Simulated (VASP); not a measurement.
Computed with PBEsol GGA, VASP's PBE PAW potentials (set 64) (plane waves; VASP 6.6.1).

The input files of a VASP run:

KPOINTS:
```
K-points
0
gamma
 10 10 1
0 0 0
```

**POSCAR**
```
Ag(100) slab
1
    2.8643846789     0.0000000000     0.0000000000
    0.0000000000     2.8643846789     0.0000000000
    0.0000000000     0.0000000000    27.0089766913
Ag
6
Direct
  1.0000000000   0.5000000000   0.3133606735
  0.5000000000   1.0000000000   0.3867293461
  0.0000000000   0.5000000000   0.4624447771
  0.5000000000   0.0000000000   0.5375552229
  0.0000000000   0.5000000000   0.6132706539
  0.5000000000   0.0000000000   0.6866393265
```

**INCAR**
```
SYSTEM = Ag(100) slab
PREC = Normal
ENCUT = 400
EDIFF = 1E-6
NELM = 100
ALGO = Normal
LREAL = .FALSE.
LASPH = .TRUE.
ISMEAR = 1
SIGMA = 0.1
GGA = PS
LMAXMIX = 4
LWAVE = .FALSE.
LCHARG = .FALSE.
NELMIN = 4
LDIPOL = .TRUE.
IDIPOL = 3
DIPOL = 0.5 0.5 0.5
LVHAR = .TRUE.
LORBIT = 11
```

POTCAR, in this order: Ag (PBE.64 set). Program: vasp_std. Read from the step before: WAVECAR.

Output

**OSZICAR**
```
       N       E                     dE             d eps       ncg     rms          rms(c)
DAV:   1    -0.186706952228E+02   -0.18671E+02   -0.48806E-05  1705   0.106E-01    0.139E-02
DAV:   2    -0.186706877091E+02    0.75137E-05   -0.65005E-05  1785   0.135E-01    0.744E-03
DAV:   3    -0.186706864072E+02    0.13019E-05   -0.68563E-06  1308   0.381E-02    0.261E-03
DAV:   4    -0.186706863694E+02    0.37824E-07   -0.54287E-07  1043   0.451E-03
   1 F= -.18670686E+02 E0= -.18671332E+02  d E =0.193566E-02
```

**OUTCAR**
```
------------------------ aborting loop because EDIFF is reached ----------------------------------------
  FORCE on cell =-STRESS in cart. coord.  units (eV):
  Direction    XX          YY          ZZ          XY          YZ          ZX
  --------------------------------------------------------------------------------------
  Total       -1.4047490     -1.4047490     -0.5794415      0.0000000      0.0000000     -0.0000000
  in kB      -10.1563694    -10.1563694     -4.1893765      0.0000000      0.0000000     -0.0000000
  external PRESSURE =      -8.1673717 kB  Pullay stress =       0.0000000 kB
  volume of cell :      221.60
      direct lattice vectors                 reciprocal lattice vectors
     2.864384679  0.000000000  0.000000000     0.349115120  0.000000000  0.000000000
     0.000000000  2.864384679  0.000000000     0.000000000  0.349115120  0.000000000
     0.000000000  0.000000000 27.008976691     0.000000000  0.000000000  0.037024727
 POSITION                                       TOTAL-FORCE (eV/Angst)
 -----------------------------------------------------------------------------------
      0.00000      1.43219      8.46355         0.000000     -0.000000      0.021123
      1.43219      0.00000     10.44516         0.000000     -0.000000      0.019554
      0.00000      1.43219     12.49016         0.000000      0.000000     -0.021849
      1.43219      0.00000     14.51882         0.000000     -0.000000      0.021849
      0.00000      1.43219     16.56381         0.000000      0.000000     -0.019554
      1.43219      0.00000     18.54543        -0.000000     -0.000000     -0.021123
 -----------------------------------------------------------------------------------
    total drift:                                0.000000      0.000000     -0.000000
  FREE ENERGIE OF THE ION-ELECTRON SYSTEM (eV)
  ---------------------------------------------------
  free  energy   TOTEN  =       -18.6706863694 eV

  energy  without entropy=      -18.6726220334  energy(sigma->0) =      -18.67133159

 total charge

# of ion       s       p       d       tot
------------------------------------------
    1        0.431   0.215   9.184   9.829
    2        0.419   0.322   9.150   9.890
    3        0.421   0.318   9.145   9.885
    4        0.421   0.318   9.145   9.885
    5        0.419   0.322   9.150   9.890
    6        0.431   0.215   9.184   9.829
--------------------------------------------------
tot          2.541   1.709  54.959  59.209
```
(Selected blocks of OUTCAR.)

The cell is a thin slab with vacuum, built from Ag (fcc): (100) face.
